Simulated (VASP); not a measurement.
Given:

```xyz
2
Lattice="0.0000 3.5931 3.5931 3.5931 0.0000 3.5931 3.5931 3.5931 0.0000" Properties=species:S:1:pos:R:3 pbc="T T T"
K      0.0000     0.0000     0.0000
I      3.5931     3.5931     3.5931
```

All values below come from PBE GGA, VASP's PBE PAW potentials (set 64) (plane waves; VASP). Run with 400 eV cut-off, 6×6×6 Γ-centred mesh, Gaussian smearing of 0.050 eV, potentials K_sv I.

Unless said otherwise, spin-orbit coupling is left out, though it shifts the bands of the heavy elements here.

Question: Predict the energy per atom (σ→0), band gap (on the k-mesh) with the smallest direct gap where there is one.

Answer: 
```json
{
 "band gap (on the k-mesh)": "3.85 eV",
 "smallest direct gap (on the k-mesh)": "3.85 eV",
 "energy per atom (σ→0)": "-2.783 eV/atom"
}
```

The absolute energy has meaning only against runs of the same code, potentials and settings.

The compound is KI in the rock salt structure. It was relaxed first, which changed the volume by +5 %. The start is the result of an earlier pass.
